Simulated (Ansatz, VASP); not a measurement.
# H4C2SeSO2: VASP beside Ansatz

One calculation is typed for both programs; each brings its own data sets. How far apart do they land? The cell is taken from a series of runs on this material, whose earlier steps may have relaxed, scaled, displaced or heated it; both programs get it as it stands.

Program: Ansatz 0.2.0. Level of theory: plane waves, with VASP 6.6.1 beside it; dielectric response at PBE. Results are calculated unless marked as measured.

### Step 1. The starting structure

The structure is monoclinic, space group Pc (No. 7). The conventional cell has a = 5.620 Å, b = 5.429 Å, c = 8.799 Å, α = 90.00°, β = 117.82°, γ = 90.00°. H has 1 C at 1.09 Å nearest. Nearest to H lie 1 C at 1.09 Å. Nearest to C lie 2 H at 1.09 Å and 1 S at 1.80 Å and 1 Se at 1.98 Å. C has 2 H at 1.09 Å and 1 S at 1.79 Å and 1 Se at 1.99 Å nearest. Farther neighbours and most contacts between anions are not listed.

### Step 2. Ansatz: dielectric response, PBE

Ansatz runs on its PAW soft_1 files.

The response to a field tests empty states and converges slowly with the mesh.

File input.yaml:

```yaml
crystal:
  lattice:
    - [5.6201, 0.0, 0.0]
    - [0.0, 5.429, 0.0]
    - [-4.1064155037, 0.0, 7.782155437]
  atoms:
    - { symbol: H, position: [0.9903275064, 0.7473635647, 0.4660418871] }
    - { symbol: H, position: [0.9903275064, 0.2526364353, 0.9660418871] }
    - { symbol: H, position: [0.9526666536, 0.4949916995, 0.3188623577] }
    - { symbol: H, position: [0.9526666536, 0.5050083005, 0.8188623577] }
    - { symbol: H, position: [0.3242621606, 0.9254302466, -0.0008390993] }
    - { symbol: H, position: [0.3242621606, 0.0745697534, 0.4991609007] }
    - { symbol: H, position: [0.4578783155, 0.1133202744, 0.1941292844] }
    - { symbol: H, position: [0.4578783155, 0.8866797256, 0.6941292844] }
    - { symbol: C, position: [0.8719629278, 0.6686019466, 0.3380623345] }
    - { symbol: C, position: [0.8719629278, 0.3313980534, 0.8380623345] }
    - { symbol: C, position: [0.4713629967, 0.9401030733, 0.1349322238] }
    - { symbol: C, position: [0.4713629967, 0.0598969267, 0.6349322238] }
    - { symbol: Se, position: [0.4847737869, 0.6468803937, 0.274117174] }
    - { symbol: Se, position: [0.4847737869, 0.3531196063, 0.774117174] }
    - { symbol: S, position: [0.8080090367, 0.8871242417, 0.1698405285] }
    - { symbol: S, position: [0.8080090367, 0.1128757583, 0.6698405285] }
    - { symbol: O, position: [0.9794800703, 0.1049310127, 0.2322299963] }
    - { symbol: O, position: [0.9794800703, 0.8950689873, 0.7322299963] }
    - { symbol: O, position: [0.8018265455, 0.7599013105, 0.0217933131] }
    - { symbol: O, position: [0.8018265455, 0.2400986895, 0.5217933131] }
kpoints:
  mp_grid: { grid: [4, 4, 4] }
hamiltonian:
  xc: pbe
  pseudopotentials: { kind: paw, azcp: { folder: soft_1 } }
scf:
  occupations: { method: fixed }
dielectric: {}
```

Launch:

```console
> ansatz run input.yaml --threads 2 --pin off --max-ram 92160MiB --backend cuda --events-out ev --progress --plain --runs-dir out --devices 1 --max-vram 13GiB
```

Numbers of over 12 decimals in the logs are rounded to 6 here.

What it wrote:

```text
GPUs: using 1 of 1 available (devices: 1).
Engine: ansatz 0.2.0, x86_64-unknown-linux-gnu
Pseudopotentials: kind: paw
Pseudopotential: H, paw, valence charge 1, recommended cutoff 420 eV (normal), soft_1/H.paw.azcp
Pseudopotential: C, paw, valence charge 4, recommended cutoff 420 eV (normal), soft_1/C.paw.azcp
Pseudopotential: Se, paw, valence charge 16, recommended cutoff 420 eV (normal), soft_1/Se.paw.azcp
Pseudopotential: S, paw, valence charge 6, recommended cutoff 420 eV (normal), soft_1/S.paw.azcp
Pseudopotential: O, paw, valence charge 6, recommended cutoff 420 eV (normal), soft_1/O.paw.azcp
Functional definition: PBE
  parameter kappa = 0.804
  parameter beta = 0.066725
  exchange = pbe_x(kappa = kappa, mu = beta*pi^2/3)
  correlation = pbe_c(beta = beta)
device memory: the entry about to start is reckoned to put 3.4 GiB on a device that reports 30.5 GiB free (of which the cap on the GPU budget leaves the run 13.0 GiB)
GPU FFT provider: cuFFT
GPU libraries: cuBLAS 13.8.2, cuFFT 12.4.0, cuSOLVER 12.3.4
Crystal: 20 atoms, lattice volume = 237.445 Å³
Basis set: ecut = 420 eV, 4629 PW (Γ), exchange–correlation on 80×80×120 points (8 copies of the dense FFT grid, shifted against one another)
Bands: 66, of which v1, the nominal top of the filled ones, is band 46 counted from 1 (45 counted from 0)
Symmetry: 2 space group operations
k-points: 36 of 64 (irreducible under 1 space group operation, time reversal used)
Non-local potential: H, projectors of the file, l = 0: 2, l = 1: 1
Non-local potential: C, projectors of the file, l = 0: 2, l = 1: 2, l = 2: 1
Non-local potential: Se, projectors of the file, l = 0: 2, l = 1: 2, l = 2: 3, l = 3: 1
Non-local potential: S, projectors of the file, l = 0: 2, l = 1: 2, l = 2: 1
Non-local potential: O, projectors of the file, l = 0: 2, l = 1: 2, l = 2: 1
PAW form: soft (Blöchl's): semilocal exchange-correlation on the pseudo side does not see the compensation charge
PAW one-centre angular grid: H, 110 points (default); XC on 64 Gauss nodes
PAW one-centre angular grid: C, 110 points (default); XC on 64 Gauss nodes
PAW one-centre angular grid: Se, 590 points (default); XC on 64 Gauss nodes
PAW one-centre angular grid: S, 110 points (default); XC on 64 Gauss nodes
PAW one-centre angular grid: O, 110 points (default); XC on 64 Gauss nodes
Initial density: superposition of atomic densities (chi_scale 0.1, normalization cell, long waves kept (reshape's long-wave potential 0.22 eV rms))
Initial wavefunctions: pseudopotential atomic-orbital guess
GPU buffer pool allocated for 96000 grid points (all kernels)
GPU transforms: local potential and band sums: pruned to the plane-wave sphere, on 40×40×60
Functional: x = pbe(κ = 0.804, μ = 0.219515), c = pbe(β = 0.066725)
SCF iter   1: F=—  HF=-16149.987162 eV  |F-HF|=—  |Δ(HF+E_count)|=         —  Δρ=1.12e-1  dr2=3.66e1  ethr=3.10e-3  ⟨swp⟩=4.3  Hψ=8795  notcnv=0  defer=641
preconditioner: auto → Resta (q_TF=auto, 2.329 Å⁻¹)  ε∞=3.0  [insulator: Δε(μ)=3.356 eV  Ē_g=14.640 eV  n_scr=46 (ndim 8)  ℏωp=20.4 eV  f_vac=0.033  ε∞_Penn≈3.0]
SCF iter   2: F=—  HF=-16139.695051 eV  |F-HF|=—  |Δ(HF+E_count)|=    1.03e1  Δρ=4.63e-2  dr2=3.97e0  ethr=3.10e-3  ⟨swp⟩=3.8  Hψ=5334  notcnv=0  defer=623
SCF iter   3: F=—  HF=-16138.573787 eV  |F-HF|=—  |Δ(HF+E_count)|=    1.12e0  Δρ=1.70e-2  dr2=5.84e-1  ethr=3.10e-3  ⟨swp⟩=3.9  Hψ=3949  notcnv=0  defer=632
SCF iter   4: F=—  HF=-16138.447202 eV  |F-HF|=—  |Δ(HF+E_count)|=   1.27e-1  Δρ=5.06e-3  dr2=5.48e-2  ethr=6.35e-4  ⟨swp⟩=2.4  Hψ=3340  notcnv=0  defer=648
SCF iter   5: F=—  HF=-16138.443623 eV  |F-HF|=—  |Δ(HF+E_count)|=   3.58e-3  Δρ=2.15e-3  dr2=8.25e-3  ethr=5.95e-5  ⟨swp⟩=2.1  Hψ=4475  notcnv=0  defer=648
SCF iter   6: F=—  HF=-16138.448048 eV  |F-HF|=—  |Δ(HF+E_count)|=   4.42e-3  Δρ=9.03e-4  dr2=1.74e-3  ethr=8.97e-6  ⟨swp⟩=2.0  Hψ=3172  notcnv=0  defer=648
SCF iter   7: F=—  HF=-16138.448708 eV  |F-HF|=—  |Δ(HF+E_count)|=   6.59e-4  Δρ=2.21e-4  dr2=1.27e-4  ethr=1.89e-6  ⟨swp⟩=2.0  Hψ=3534  notcnv=0  defer=648
SCF iter   8: F=—  HF=-16138.448790 eV  |F-HF|=—  |Δ(HF+E_count)|=   8.19e-5  Δρ=1.18e-4  dr2=2.83e-5  ethr=1.38e-7  ⟨swp⟩=2.0  Hψ=3103  notcnv=0  defer=647
SCF iter   9: F=—  HF=-16138.448800 eV  |F-HF|=—  |Δ(HF+E_count)|=   1.07e-5  Δρ=4.47e-5  dr2=4.16e-6  ethr=3.08e-8  ⟨swp⟩=2.0  Hψ=3093  notcnv=0  defer=578
SCF iter  10: F=—  HF=-16138.448783 eV  |F-HF|=—  |Δ(HF+E_count)|=   1.74e-5  Δρ=8.71e-6  dr2=2.61e-7  ethr=4.52e-9  ⟨swp⟩=2.0  Hψ=2759  notcnv=0  defer=575
SCF iter  11: F=—  HF=-16138.448783 eV  |F-HF|=—  |Δ(HF+E_count)|=   4.70e-7  Δρ=2.47e-6  dr2=2.02e-8  ethr=2.83e-10  ⟨swp⟩=2.0  Hψ=2888  notcnv=0  defer=575
SCF iter  12: F=—  HF=-16138.448783 eV  |F-HF|=—  |Δ(HF+E_count)|=   2.90e-8  Δρ=1.01e-6  dr2=2.90e-9  ethr=2.20e-11  ⟨swp⟩=2.0  Hψ=2958  notcnv=0  defer=575
SCF iter  13: F=—  HF=-16138.448783 eV  |F-HF|=—  |Δ(HF+E_count)|=   1.29e-9  Δρ=2.79e-7  dr2=2.11e-10  ethr=3.16e-12  ⟨swp⟩=2.0  Hψ=2958  notcnv=0  defer=575
[...]
DFPT response loops at Γ: preconditioner auto → Resta (q_TF=auto, 2.329 Å⁻¹)  ε∞=4.5 (no band partly filled); β = 1.00, the filter's whole step (`scf.mixing.beta` (0.50) is not read by the response loops at its default; to damp them type it under 1.00, their step now; it binds the ground state too); Broyden in place of MSR1
── the response to a field inside a basis, on 4×4×4 k-points: an SCF that follows is theirs, and a resumed run solves both again ──
device memory: the entry about to start is reckoned to put 0.5 GiB on a device that reports 45.5 GiB free (of which the cap on the GPU budget leaves the run 12.8 GiB)
GPU FFT provider: cuFFT
GPU libraries: cuBLAS 13.8.2, cuFFT 12.4.0, cuSOLVER 12.3.4
Bands: 47, of which v1, the nominal top of the filled ones, is band 46 counted from 1 (45 counted from 0)
k-points: 16 of 64 (time reversal used)
Initial density: handed on by an earlier stage of this run
Initial wavefunctions: pseudopotential atomic-orbital guess (no wavefunctions were taken with the density)
GPU buffer pool allocated for 96000 grid points (all kernels)
GPU transforms: band sums: pruned to the plane-wave sphere, on 40×40×60
Eigensolver: Dense (16 Hₖ)
SCF iter   1: F=—  HF=-16138.264764 eV  |F-HF|=—  |Δ(HF+E_count)|=         —  Δρ=4.42e-4  dr2=1.23e-4  ethr=1.00e-1
preconditioner: auto → Resta (q_TF=auto, 2.329 Å⁻¹)  ε∞=4.6  [insulator: Δε(μ)=3.236 eV  Ē_g=10.455 eV  n_scr=46 (ndim 8)  ℏωp=19.9 eV  f_vac=0.117  ε∞_Penn≈4.6]
SCF iter   2: F=—  HF=-16138.264889 eV  |F-HF|=—  |Δ(HF+E_count)|=   1.24e-4  Δρ=2.39e-4  dr2=4.05e-5  ethr=1.33e-7
SCF iter   3: F=—  HF=-16138.264945 eV  |F-HF|=—  |Δ(HF+E_count)|=   5.64e-5  Δρ=5.13e-5  dr2=4.64e-6  ethr=4.40e-8
SCF iter   4: F=—  HF=-16138.264944 eV  |F-HF|=—  |Δ(HF+E_count)|=   6.32e-7  Δρ=1.11e-5  dr2=2.88e-7  ethr=5.04e-9
SCF iter   5: F=-16138.264945 eV  HF=-16138.264945 eV  |F-HF|=3.86e-9  |Δ(HF+E_count)|=   3.71e-7  Δρ=4.14e-6  dr2=4.06e-8  ethr=3.13e-10
SCF 1 converged in 5 iterations: F = -16138.264945 eV  dr2 = 4.06e-8
device memory: the entry about to start is reckoned to put 0.1 GiB (of the 0.2 GiB reckoned in all, the device holds 0.1 GiB already) on a device that reports 40.9 GiB free (of which the cap on the GPU budget leaves the run 12.7 GiB)
device memory: the entry about to start is reckoned to put 2.7 GiB (of the 2.8 GiB reckoned in all, the device holds 0.1 GiB already) on a device that reports 40.0 GiB free (of which the cap on the GPU budget leaves the run 12.5 GiB)
DFPT response loops at Γ: preconditioner auto → Resta (q_TF=auto, 2.329 Å⁻¹)  ε∞=4.3 (no band partly filled); β = 1.00, the filter's whole step (`scf.mixing.beta` (0.50) is not read by the response loops at its default; to damp them type it under 1.00, their step now; it binds the ground state too); Broyden in place of MSR1
SCF converged after 14 iterations
Free energy (F): -16138.448783 eV
Harris-Foulkes:  -16138.448783 eV  (|F-HF|=3.46e-11)
Internal energy: -16138.448783 eV  (E = F + TS)
E sigma→0 (E₀):  -16138.448783 eV
Fermi energy:    2.908276 eV
--- Per-component energies (eV) ---
  E_band       = -1248.866480
  E_kinetic    = 1584.325602
  E_local      = -9794.798489  (includes V_loc(G=0)·N_el)
  E_nonlocal   = -334.302163
  E_hartree    = 4469.551796
  E_xc         = -894.359533
  E_vxc        = -1035.885635  (∫ρ·V_xc dr)
  E_paw        = -6533.549734  (= ΣΔE_a)
  E_vpaw       = -607.303507  (= ΣTr[D̂ρ^β])
  E_aug_tail   = -0.006007  (compensation charges beyond the density's cutoff)
  E_ewald      = -4635.310255
  E_smearing   = -0.000000  (= −TS)
  E_closure    = 0.000000  (closes the sum)
  Σ components = -16138.448783   (vs F -16138.448783, Δ=0.00e0)
--- Band table (eV; the first three rows and the last of 36) ---
  k-point 0: bands = [... 42 lower, 0.8836, 0.9296, 2.2945, 2.3479, 6.5917, 6.8525, 7.3980, 7.4753, ... 16 higher]
  k-point 1: bands = [... 42 lower, 0.8725, 0.9128, 2.3227, 2.3560, 6.5751, 6.7384, 7.4140, 7.4567, ... 16 higher]
  k-point 2: bands = [... 42 lower, 0.8758, 0.8758, 2.3574, 2.3574, 6.5989, 6.5989, 7.4324, 7.4324, ... 16 higher]
  k-point 35: bands = [... 42 lower, 0.7023, 0.7023, 2.6526, 2.6526, 6.1250, 6.1250, 6.8594, 6.8594, ... 16 higher]
--- Dielectric response (ions clamped): 3 representative field directions + reference, inside a basis on a mesh of 64 k-points (Σ response iterations 24) ---
  ε∞ (high-frequency dielectric tensor):
        3.162831    -0.000000    -0.124001
       -0.000000     2.959317     0.000000
       -0.124001     0.000000     2.848514
  Born effective charges Z* (e; rows j = field, columns β = displacement):
    site 0:
         0.06511   -0.08868   -0.04209
        -0.06519    0.12929    0.03350
        -0.06340    0.05607    0.12492
    site 1:
         0.06511    0.08868   -0.04209
         0.06519    0.12929   -0.03350
        -0.06340   -0.05607    0.12492
    site 2:
         0.02133    0.01183    0.01399
         0.00185    0.32896    0.06682
        -0.02134    0.01641    0.11341
    site 3:
         0.02133   -0.01183    0.01399
        -0.00185    0.32896   -0.06682
        -0.02134   -0.01641    0.11341
    site 4:
         0.16430    0.01263    0.14049
        -0.03845    0.05725   -0.04132
         0.10975    0.04468    0.25052
    site 5:
         0.16430   -0.01263    0.14049
         0.03845    0.05725    0.04132
         0.10975   -0.04468    0.25052
    site 6:
         0.05455    0.00247   -0.01033
        -0.03381    0.16073    0.10509
         0.05663    0.05588    0.14465
    site 7:
[...]
site 8:
[...]
site 9:
[...]
site 10:
[...]
site 11:
[...]
site 12:
[...]
site 13:
[...]
site 14:
[...]
site 15:
[...]
site 16:
[...]
site 17:
[...]
0.50739   -1.55051    0.37890
        -0.04015    0.18316   -1.00590
    site 18:
        -1.10893    0.31037    0.63254
         0.07922   -0.99222   -0.37428
         0.39203   -0.48536   -1.56419
    site 19:
        -1.10893   -0.31037    0.63254
        -0.07922   -0.99222    0.37428
         0.39203    0.48536   -1.56419
  Z* charge neutrality: 1.420e-2 e pre-enforcement
  solved inside a basis spanned on kpoints, on 4×4×4 k-points, its susceptibility summed on 6×6×4: ε∞ is read to err by 1.5e-2, Z* by 1.9e-2 e (field_mesh: kpoints solves on kpoints); Z* is corrected for what the basis lacks
```

[end of part 1 of 3]

[Lines on the potential files, build, host, timing and source positions are cut from VASP's logs without a mark.]

[Logs are printed without paths, hosts, clocks, repeated set-up lines and the standing remarks that a program may print on its own settings, such as how far it seeks lower states.]

[Hosts, paths, dates, database ids (printed as entryN), source tags and the programs' standing remarks are cut or masked in the printed files.]
